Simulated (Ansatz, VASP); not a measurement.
# One calculation of TaAsS, two programs

```
Ta As S
1.0
     3.23614    0.00000    0.00000
    -1.61807    2.80258    0.00000
     0.00000    0.00000   30.20812
Ta As S
1 1 1
Direct
  0.00000 0.00000 0.29251
  0.66667 0.33333 0.35817
  0.33333 0.66667 0.24034
```

Alike in both runs: functional PBE; k mesh 18 × 18 × 1; occupations gaussian, width 0.1 eV; no spin polarisation.

Ansatz relaxed the structure, and its values are those at the end. VASP's run is a single point on that final structure, the one shown.

|  | VASP | Ansatz |
| --- | --- | --- |
| version | VASP 6.6.1 | Ansatz 0.2.0 |
| potentials or method | VASP PAW PBE potentials, release 64 (Ta_pv, As, S) | scalar-relativistic, plane waves, PAW |
| plane-wave cutoff (eV) | 520 | 420 |
| valence electrons in the cell | 22 | 34 |

Ansatz gave:

| Property | Result |
| --- | --- |
| gap on the k mesh at the Fermi level (eV) | none |
| rms of the force components (eV/Å) | 0.001 |

**Question.** Which values does VASP return?

**Answer.** gap on the k mesh at the Fermi level (eV): none; rms of the force components (eV/Å): 0.015.

A gap of «none» marks a metal or a gap that the smearing closes. The functional is the same, so the differences come from potentials, cutoffs and numerics. The two sets of potentials don't hold the same shells in valence. Ansatz warned: «xc_potential_rough_in_thin_density».

Spin-orbit coupling is left out, which matters for the levels of Ta.
